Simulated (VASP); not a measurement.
```
CELL_PARAMETERS angstrom
      1.22857    -2.12794     0.00000
      1.22857     2.12794     0.00000
      0.00000     0.00000     6.95763
ATOMIC_POSITIONS crystal
  C  0.00000 0.00000 0.25000
  C  0.00000 0.00000 0.75000
  C  0.33333 0.66667 0.25000
  C  0.66667 0.33333 0.75000
```

Calculation: r2SCAN meta-GGA, VASP's PBE PAW potentials (set 64) (plane waves; VASP 6.6.1). Numerical set-up: 600 eV cut-off, 10×10×4 Γ-centred mesh, Gaussian smearing of 0.050 eV, potentials C.

Energy and stress use the plane-wave basis of the starting cell.

The ions, cell shape and volume at an external pressure of 20.0 GPa are relaxed. Predict the relaxed structure.

```
CELL_PARAMETERS angstrom
      1.21165    -2.09864     0.00000
      1.21165     2.09864     0.00000
      0.00000     0.00000     5.65680
ATOMIC_POSITIONS crystal
  C  0.00000 0.00000 0.25000
  C  0.00000 0.00000 0.75000
  C  0.33333 0.66667 0.25000
  C  0.66667 0.33333 0.75000
```
Space group P6_3/mmc (194), at a tolerance of 0.03 Å.

How do energy and volume change from the first to the last step?

The energy (σ→0) changes by +80.5 meV/atom and the volume by -20.9 %, in 10 ionic steps.

```csv
step,E(σ→0) (eV),max force (eV/Å),pressure (GPa),volume (Å³)
1,-39.7725,0.000,-0.17,36.38
2,-38.7775,0.000,63.56,30.68
3,-39.6468,0.000,19.21,34.17
4,-39.6488,0.000,18.82,32.24
5,-38.9680,0.000,26.62,26.34
6,-39.5358,0.000,19.84,29.61
7,-39.4205,0.000,21.15,28.53
8,-39.4431,0.000,20.90,28.71
9,-39.4747,0.000,16.91,28.98
10,-39.4507,0.000,19.99,28.77
```

The compound is C in the graphite structure. This run relaxes it under an external pressure of 20 GPa. Symmetry was kept, so distortions that lower it aren't found.
